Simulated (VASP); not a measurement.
```
CELL_PARAMETERS angstrom
      0.00000     1.80380     1.80380
      1.80380     0.00000     1.80380
      1.80380     1.80380     0.00000
ATOMIC_POSITIONS crystal
  B  0.00000 0.00000 0.00000
  N  0.75000 0.75000 0.75000
```

Computed with PBEsol GGA, VASP's PBE PAW potentials (set 64) (plane waves; VASP). Numerical set-up: 520 eV cut-off, Gaussian smearing of 0.050 eV, potentials B N.

What does the run give for the band gap (along the path) with the smallest direct gap where there is one?

- band gap (along the path) = 4.28 eV
- smallest direct gap (along the path) = 8.79 eV

The absolute energy has meaning only against runs of the same code, potentials and settings.

The structure comes from a computed database's BN entry (F-43m); how it stands against other phases isn't given here. It was relaxed first.
